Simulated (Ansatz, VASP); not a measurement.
# Cross-check of SrLi2Al14Si16O55 (glassy 64SiO2-28Al2O3-4SrO-4Li2O (mol %)) between VASP and Ansatz, part 2 of 3

One calculation is typed for both programs; each brings its own data sets. How far apart do they land? Of the first pair: The structure shown is the start of the Ansatz relaxation below; VASP solves that cell, so the two are compared at the walk's first step.

VASP 6.6.1 and Ansatz 0.2.0.

So far: Starting point; Ansatz: relaxation, PBE.

## Step 3: VASP: single point, PBE, start cell, pair 1

Level of this step: PBE; plane waves and PAW (Si, Al, Sr_sv, Li_sv, O) (VASP).

The same cell, functional, mesh and smearing now go to VASP, with its own data sets.

Lines of VASP's logs that name or quote its potential files are left out, and so is its time.

Contents of INCAR:

```
SYSTEM = SrLi2Al14Si16O55
PREC = Accurate
ENCUT = 650
EDIFF = 1E-06
NELM = 120
ISMEAR = -1
SIGMA = 0.05
LREAL = Auto
ALGO = Normal
GGA = PE
NBANDS = 288
LORBIT = 11
LWAVE = .FALSE.
LCHARG = .FALSE.
ISIF = 2
LASPH = .TRUE.
GGA_COMPAT = .FALSE.
EFERMI = MIDGAP
NCORE = 2
```

Contents of POSCAR:

```
SrLi2Al14Si16O55
1.0
   10.2770700000      0.0000000000      0.0000000000
    0.0000000000     10.2770700000      0.0000000000
    0.0000000000      0.0000000000     10.2770700000
Si Al Sr Li O
16 14 1 2 55
Direct
    0.7489975256      0.1546938962      0.7270457436
    0.6185517857      0.5665136075      0.8114861532
    0.4057868634      0.4413903963      0.1941312067
    0.6227455880      0.2323132955      0.2210163013
    0.8872762373      0.1413535181      0.3121609564
    0.3689864913      0.4486395442      0.6787829605
    0.2285087092      0.4416141955      0.9421459618
    0.9413383387      0.9268400429      0.9285915149
    0.7714942099      0.4114499561      0.0047970871
    0.1354568958      0.4900326650      0.3336262184
    0.2584783406      0.0190813140      0.2359524651
    0.0052446855      0.8467393917      0.6099501122
    0.7414759265      0.8077107580      0.7084314887
    0.2800019850      0.1587320121      0.9661897798
    0.8214890042      0.8717757104      0.2070434472
    0.6128497714      0.5490670006      0.3845940526
    0.0764809425      0.7968127102      0.3250245449
    0.0564752405      0.1202774721      0.7412229361
    0.5008334087      0.7890965032      0.5325837033
    0.1555696322      0.7110976183      0.8366197759
    0.1262908592      0.2080164872      0.4565600896
    0.0042132631      0.2239548821      0.0360900529
    0.5748817513      0.0329471338      0.5521320766
    0.5502541094      0.2838552233      0.5224057051
    0.5549441621      0.9470111617      0.2763822763
    0.8814282670      0.5847191855      0.2163651702
    0.2154797038      0.6799019565      0.5356487793
    0.5765845713      0.0965547573      0.9871101394
    0.3221638074      0.1545965922      0.6766130814
    0.4855177594      0.8204478514      0.8528695436
    0.8885606501      0.4215403807      0.5763802329
    0.6025841996      0.6988665057      0.0953579182
    0.2517449039      0.8712891904      0.9906228137
    0.7305000355      0.6373411877      0.7377978354
    0.6825972772      0.4493498633      0.8875584189
    0.1259794864      0.6410679308      0.3938282020
    0.3966402876      0.9592617351      0.2470159296
    0.1656892480      0.1776965614      0.6128692322
    0.6728182254      0.8328541111      0.2056130784
    0.0264374963      0.5075960366      0.2296374356
    0.6913546371      0.1310003727      0.8690317376
    0.1704863351      0.2944224375      0.9921894081
    0.8976585739      0.1971962826      0.7202344637
    0.8243400113      0.8773220383      0.8264320473
    0.1552971810      0.8954400427      0.2233515973
    0.6030220676      0.0911933070      0.1681413088
    0.4405925035      0.0518338398      0.6462542339
    0.8542415299      0.7997220998      0.5975827741
    0.8412611766      0.9919656089      0.3018272718
    0.1422779061      0.5654627243      0.9151051808
    0.2378985450      0.1170664401      0.8290787160
    0.2091841352      0.1174653865      0.3415759550
    0.7942244239      0.5486096718      0.0848588168
    0.9915569321      0.0798282001      0.9200190327
    0.2579237078      0.0709929970      0.0842263408
    0.4001043099      0.3093877924      0.6226969360
    0.5393074096      0.1533316402      0.4317475701
    0.9672795846      0.1936544171      0.1875339956
    0.8652271513      0.9045671578      0.0630919124
    0.4770620420      0.3060016133      0.2182431374
    0.5885626935      0.8229582945      0.6919384611
    0.5717972146      0.9094128969      0.4432099811
    0.6615698832      0.2553743431      0.6465169547
    0.6836189692      0.3201204234      0.1006512557
    0.9679704429      0.1674407200      0.4364570836
    0.0310594362      0.9659367894      0.6963755234
    0.9075641209      0.3397855614      0.9758228756
    0.5083647382      0.9525866808      0.9435179482
    0.7170818142      0.0288895570      0.6403381509
    0.5809632512      0.4199251343      0.4526290081
    0.0671397587      0.8261693265      0.9275211709
    0.2869008385      0.4066723298      0.8073896548
    0.4936815649      0.5179783732      0.7414759265
    0.3399607086      0.7901960384      0.5364564025
    0.5666887547      0.6826070076      0.9106000056
    0.5719918226      0.6557802954      0.4847295971
    0.3184857163      0.7718445043      0.8447446597
    0.3401747774      0.4647920078      0.0529722966
    0.7699665372      0.5490864614      0.3432787750
    0.4271937430      0.1977995674      0.9713566221
    0.1065186867      0.3860633430      0.4401838267
    0.0919425478      0.7213242685      0.6699088359
    0.7522474791      0.2267766980      0.3149827723
    0.2881560600      0.5450872671      0.5983903973
    0.5123736629      0.5525602141      0.2494777208
    0.2781921306      0.4550518776      0.2840011793
    0.0696599323      0.8645654841      0.4737926277
    0.9165744711      0.7517609591      0.2546932151
```

Contents of KPOINTS:

```
Automatic mesh
0
Gamma
1 1 1
0 0 0
```

Potentials, in the order of the species: Si, Al, Sr_sv, Li_sv and O (PBE family, release 64).

Started as:

```console
$ mpirun -np 8 vasp_gam
```

Numbers of over 12 decimals in the logs are rounded to 6 here.

The log of the run:

```text
[banner, memory and clock lines left out]
running    8 mpi-ranks, on    1 nodes
[...]
LDA part: xc-table for (Slater+PW92), standard interpolation
 POSCAR, INCAR and KPOINTS ok, starting setup
[...]
entering main loop
       N       E                     dE             d eps       ncg     rms          rms(c)
DAV:   1     0.467511795355E+04    0.46751E+04   -0.30018E+05   576   0.185E+03
DAV:   2    -0.337195530262E+03   -0.50123E+04   -0.48495E+04   704   0.415E+02
DAV:   3    -0.741466677783E+03   -0.40427E+03   -0.40174E+03   680   0.125E+02
DAV:   4    -0.753394130142E+03   -0.11927E+02   -0.11883E+02   712   0.198E+01
[...]
DAV:  17    -0.652596085823E+03    0.31402E-06   -0.79634E-05   744   0.313E-02    0.127E-02
DAV:  18    -0.652596088304E+03   -0.24815E-05   -0.58042E-05   688   0.190E-02    0.109E-02
DAV:  19    -0.652596087677E+03    0.62698E-06   -0.66606E-06   672   0.641E-03
   1 F= -.65259609E+03 E0= -.65259609E+03  d E =-.361781E-15
```

OUTCAR, selected parts (step 3):

```text
  Total       37.1191160     79.5384296     77.1279465      2.3118117      0.6672108     -0.6511948
  in kB       54.7898691    117.4031232    113.8451169      3.4123619      0.9848400     -0.9611996
  external PRESSURE =      95.3460364 kB  Pullay stress =       0.0000000 kB

 POSITION                                       TOTAL-FORCE (eV/Angst)
 -----------------------------------------------------------------------------------
      7.69750      1.58980      7.47190        -1.352319     -0.632054      0.707242
      6.35690      5.82210      8.33970        -0.970516      1.537533      2.937249
      4.17030      4.53620      1.99510         0.727748      1.104317      0.646610
      6.40000      2.38750      2.27140         0.361856      3.952563      0.959087
      9.11860      1.45270      3.20810        -1.303809      1.243203     -1.879583
      3.79210      4.61070      6.97590         0.262950      1.094371      2.644718
      2.34840      4.53850      9.68250         0.605286      0.395431      2.077257
      9.67420      9.52520      9.54320        -0.111332     -1.886084     -1.105043
      7.92870      4.22850      0.04930         0.900911     -0.164850      2.953760
      1.39210      5.03610      3.42870         1.217457      0.428627     -0.997376
      2.65640      0.19610      2.42490        -1.680219     -1.129949     -0.179323
      0.05390      8.70200      6.26850        -1.062092     -1.280141      0.220076
      7.62020      8.30090      7.28060         3.158519     -0.967058      1.251429
      2.87760      1.63130      9.92960         2.563341      3.789606      1.409501
[...]
-----------------------------------------------------------------------------------
    total drift:                                0.027963     -0.034611     -0.015762

  FREE ENERGIE OF THE ION-ELECTRON SYSTEM (eV)
  ---------------------------------------------------
  free  energy   TOTEN  =      -652.5960876775 eV

  energy  without entropy=     -652.5960876775  energy(sigma->0) =     -652.59608768

[... 3 further parts left out ...]
[key lines of the parts left out:]
E-fermi :   4.5019
```

The run ends at a pressure of 9.53 GPa, with forces up to 4.8 eV/Å.

## Step 4: Side by side

Known differences besides the potentials themselves: the cutoff is 420 eV in Ansatz and 650 eV in VASP (PREC = Accurate, projectors in real space). Total energies have different zeros and are not compared.

Forces on 10 of the 88 atoms, those with the largest forces and the largest differences (eV/Å; atoms numbered as in POSCAR):

```
atom          Ansatz x, y, z            VASP x, y, z
 Si4     0.396, 3.910, 0.927     0.362, 3.953, 0.959
Si13    3.136, -0.962, 1.245    3.159, -0.967, 1.251
Si14     2.617, 3.794, 1.382     2.563, 3.790, 1.410
Al24   -0.564, -0.544, 2.728   -0.583, -0.498, 2.807
 O34    3.086, 1.588, -2.363    3.124, 1.630, -2.395
 O46  -0.256, -3.288, -1.531  -0.267, -3.355, -1.563
 O51  -2.032, -1.190, -3.704  -2.061, -1.177, -3.763
 O55   -2.305, -2.031, 1.756   -2.323, -2.034, 1.794
 O57   0.083, -1.566, -2.026   0.084, -1.623, -2.093
 O80    1.764, 0.618, -0.479    1.864, 0.633, -0.474
```

The forces differ by 24 meV/Å r.m.s., which is 2.0 % of the r.m.s. force of 1.226 eV/Å (both taken over all components).

## Step 5: Ansatz: relaxation, PBE

This run makes the geometry at which the two programs are then compared. The cell compared in this pair holds 1136.69 Å³, against 1085.45 Å³ for the pair before.

The structure compared here is the end of the Ansatz relaxation.

Contents of input.yaml:

```yaml
crystal:
  lattice:
    - [10.27707, 0.0, 0.0]
    - [0.0, 10.27707, 0.0]
    - [0.0, 0.0, 10.27707]
  atoms:
    - { symbol: Si, position: [0.749, 0.15469, 0.72705] }
    - { symbol: Si, position: [0.61855, 0.56651, 0.81149] }
    - { symbol: Si, position: [0.40579, 0.44139, 0.19413] }
    - { symbol: Si, position: [0.62275, 0.23231, 0.22102] }
    - { symbol: Si, position: [0.88728, 0.14135, 0.31216] }
    - { symbol: Si, position: [0.36899, 0.44864, 0.67878] }
    - { symbol: Si, position: [0.22851, 0.44161, 0.94215] }
    - { symbol: Si, position: [0.94134, 0.92684, 0.92859] }
    - { symbol: Si, position: [0.77149, 0.41145, 0.0048] }
    - { symbol: Si, position: [0.13546, 0.49003, 0.33363] }
    - { symbol: Si, position: [0.25848, 0.01908, 0.23595] }
    - { symbol: Si, position: [0.00524, 0.84674, 0.60995] }
    - { symbol: Si, position: [0.74148, 0.80771, 0.70843] }
    - { symbol: Si, position: [0.28, 0.15873, 0.96619] }
    - { symbol: Si, position: [0.82149, 0.87178, 0.20704] }
    - { symbol: Si, position: [0.61285, 0.54907, 0.38459] }
    - { symbol: Al, position: [0.07648, 0.79681, 0.32502] }
    - { symbol: Al, position: [0.05648, 0.12028, 0.74122] }
    - { symbol: Al, position: [0.50083, 0.7891, 0.53258] }
    - { symbol: Al, position: [0.15557, 0.7111, 0.83662] }
    - { symbol: Al, position: [0.12629, 0.20802, 0.45656] }
    - { symbol: Al, position: [0.00421, 0.22395, 0.03609] }
    - { symbol: Al, position: [0.57488, 0.03295, 0.55213] }
    - { symbol: Al, position: [0.55025, 0.28386, 0.52241] }
    - { symbol: Al, position: [0.55494, 0.94701, 0.27638] }
    - { symbol: Al, position: [0.88143, 0.58472, 0.21637] }
    - { symbol: Al, position: [0.21548, 0.6799, 0.53565] }
    - { symbol: Al, position: [0.57658, 0.09655, 0.98711] }
    - { symbol: Al, position: [0.32216, 0.1546, 0.67661] }
    - { symbol: Al, position: [0.48552, 0.82045, 0.85287] }
    - { symbol: Sr, position: [0.88856, 0.42154, 0.57638] }
    - { symbol: Li, position: [0.60258, 0.69887, 0.09536] }
    - { symbol: Li, position: [0.25174, 0.87129, 0.99062] }
    - { symbol: O, position: [0.7305, 0.63734, 0.7378] }
    - { symbol: O, position: [0.6826, 0.44935, 0.88756] }
    - { symbol: O, position: [0.12598, 0.64107, 0.39383] }
    - { symbol: O, position: [0.39664, 0.95926, 0.24702] }
    - { symbol: O, position: [0.16569, 0.1777, 0.61287] }
    - { symbol: O, position: [0.67282, 0.83285, 0.20561] }
    - { symbol: O, position: [0.02644, 0.5076, 0.22964] }
    - { symbol: O, position: [0.69135, 0.131, 0.86903] }
    - { symbol: O, position: [0.17049, 0.29442, 0.99219] }
    - { symbol: O, position: [0.89766, 0.1972, 0.72023] }
    - { symbol: O, position: [0.82434, 0.87732, 0.82643] }
    - { symbol: O, position: [0.1553, 0.89544, 0.22335] }
    - { symbol: O, position: [0.60302, 0.09119, 0.16814] }
    - { symbol: O, position: [0.44059, 0.05183, 0.64625] }
    - { symbol: O, position: [0.85424, 0.79972, 0.59758] }
    - { symbol: O, position: [0.84126, 0.99197, 0.30183] }
    - { symbol: O, position: [0.14228, 0.56546, 0.91511] }
    - { symbol: O, position: [0.2379, 0.11707, 0.82908] }
    - { symbol: O, position: [0.20918, 0.11747, 0.34158] }
    - { symbol: O, position: [0.79422, 0.54861, 0.08486] }
    - { symbol: O, position: [0.99156, 0.07983, 0.92002] }
    - { symbol: O, position: [0.25792, 0.07099, 0.08423] }
    - { symbol: O, position: [0.4001, 0.30939, 0.6227] }
    - { symbol: O, position: [0.53931, 0.15333, 0.43175] }
    - { symbol: O, position: [0.96728, 0.19365, 0.18753] }
    - { symbol: O, position: [0.86523, 0.90457, 0.06309] }
    - { symbol: O, position: [0.47706, 0.306, 0.21824] }
    - { symbol: O, position: [0.58856, 0.82296, 0.69194] }
    - { symbol: O, position: [0.5718, 0.90941, 0.44321] }
    - { symbol: O, position: [0.66157, 0.25537, 0.64652] }
    - { symbol: O, position: [0.68362, 0.32012, 0.10065] }
    - { symbol: O, position: [0.96797, 0.16744, 0.43646] }
    - { symbol: O, position: [0.03106, 0.96594, 0.69638] }
    - { symbol: O, position: [0.90756, 0.33979, 0.97582] }
    - { symbol: O, position: [0.50836, 0.95259, 0.94352] }
    - { symbol: O, position: [0.71708, 0.02889, 0.64034] }
    - { symbol: O, position: [0.58096, 0.41993, 0.45263] }
    - { symbol: O, position: [0.06714, 0.82617, 0.92752] }
    - { symbol: O, position: [0.2869, 0.40667, 0.80739] }
    - { symbol: O, position: [0.49368, 0.51798, 0.74148] }
    - { symbol: O, position: [0.33996, 0.7902, 0.53646] }
    - { symbol: O, position: [0.56669, 0.68261, 0.9106] }
    - { symbol: O, position: [0.57199, 0.65578, 0.48473] }
    - { symbol: O, position: [0.31849, 0.77184, 0.84474] }
    - { symbol: O, position: [0.34017, 0.46479, 0.05297] }
    - { symbol: O, position: [0.76997, 0.54909, 0.34328] }
    - { symbol: O, position: [0.42719, 0.1978, 0.97136] }
    - { symbol: O, position: [0.10652, 0.38606, 0.44018] }
    - { symbol: O, position: [0.09194, 0.72132, 0.66991] }
    - { symbol: O, position: [0.75225, 0.22678, 0.31498] }
    - { symbol: O, position: [0.28816, 0.54509, 0.59839] }
    - { symbol: O, position: [0.51237, 0.55256, 0.24948] }
    - { symbol: O, position: [0.27819, 0.45505, 0.284] }
    - { symbol: O, position: [0.06966, 0.86457, 0.47379] }
    - { symbol: O, position: [0.91657, 0.75176, 0.25469] }
kpoints:
  mp_grid: { grid: [1, 1, 1] }
hamiltonian:
  xc: pbe
scf:
  occupations: { method: fermi_dirac, width: 0.05 }
output:
  forces: true
relax:
  f_tol: 0.05
  max_steps: 150
  cell: {}
```

Started as:

```console
$ ansatz run input.yaml --threads 4 --pin off --max-ram 8192MiB --backend cpu --events-out ev --progress --plain --runs-dir out
```

The log of the run:

```text
[...]
Crystal: 88 atoms, lattice volume = 1085.445 Å³
Basis set: ecut = 420 eV, 21247 PW (Γ), exchange–correlation on 144×144×144 points (8 copies of the dense FFT grid, shifted against one another)
Bands: 314, of which v1, the nominal top of the filled ones, is band 226 counted from 1 (225 counted from 0)
Symmetry: 1 space group operations
[...]
k-points: 1
[...]
- { symbol: O, position: [0.136130, 0.629852, 0.414295] }
    - { symbol: O, position: [0.381289, 0.937740, 0.213982] }
    - { symbol: O, position: [0.180028, 0.151828, 0.588293] }
    - { symbol: O, position: [0.653846, 0.832374, 0.203857] }
    - { symbol: O, position: [0.053775, 0.512504, 0.227525] }
    - { symbol: O, position: [0.698330, 0.143072, 0.873973] }
[...]
- { symbol: O, position: [0.536488, 0.538379, 0.237292] }
    - { symbol: O, position: [0.307662, 0.462525, 0.330157] }
    - { symbol: O, position: [0.090252, 0.850871, 0.482899] }
    - { symbol: O, position: [0.911595, 0.742389, 0.254897] }
[key lines of the parts left out:]
P = ⅓ Tr σ = 0.0107 GPa (0.107 kbar)
```

(Continued in part 3 of 3.)

[Lines on the potential files, build, host, timing and source positions are cut from VASP's logs without a mark.]

[Logs are printed without paths, hosts, clocks, repeated set-up lines and the standing remarks that a program may print on its own settings, such as how far it seeks lower states.]

[Hosts, paths, dates, database ids (printed as entryN), source tags and the programs' standing remarks are cut or masked in the printed files.]
